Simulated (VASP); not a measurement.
Consider the following.

```
SrTe
1.0
    0.00000     3.33000     3.33000
    3.33000     0.00000     3.33000
    3.33000     3.33000     0.00000
Sr Te
1 1
Cartesian
  0.00000   0.00000   0.00000
  3.33000   3.33000   3.33000
```

Level of theory: revPBE GGA, VASP's PBE PAW potentials (set 64) (plane waves; VASP). Numerical set-up: 400 eV cut-off, 6×6×6 Γ-centred mesh, Gaussian smearing of 0.050 eV, potentials Sr_sv Te.

Problem. Give the stress tensor in GPa (positive for a compressed cell).

Solution. 
```
2.04  0.00  0.00
0.00  2.04  0.00
0.00  0.00  2.04
```
The pressure is its mean diagonal, 2.04 GPa.

The compound is SrTe in the rock salt structure. The cell was not relaxed at this level. The run is one of a series of settings (GGA = RE against the base run), some of them coarse on purpose.
